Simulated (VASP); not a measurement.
Here is the system:

```
CELL_PARAMETERS angstrom
      0.00000     2.61138     2.61138
      2.61138     0.00000     2.61138
      2.61138     2.61138     0.00000
ATOMIC_POSITIONS crystal
  Mg 0.00000 0.00000 0.00000
  S  0.50000 0.50000 0.50000
```

Method: PBE GGA, VASP's PBE PAW potentials (set 64) (plane waves; VASP 6.6.1). Numerical set-up: 520 eV cut-off, 9×9×9 Γ-centred mesh, Gaussian smearing of 0.050 eV, potentials Mg S.

Q: What does the run give for the energy per atom (σ→0)?

A: 
```yaml
energy per atom (σ→0): -4.252 eV/atom
```

Only differences to runs with the same potentials and settings are physical.

The compound is MgS in the rock salt structure. It was relaxed first.
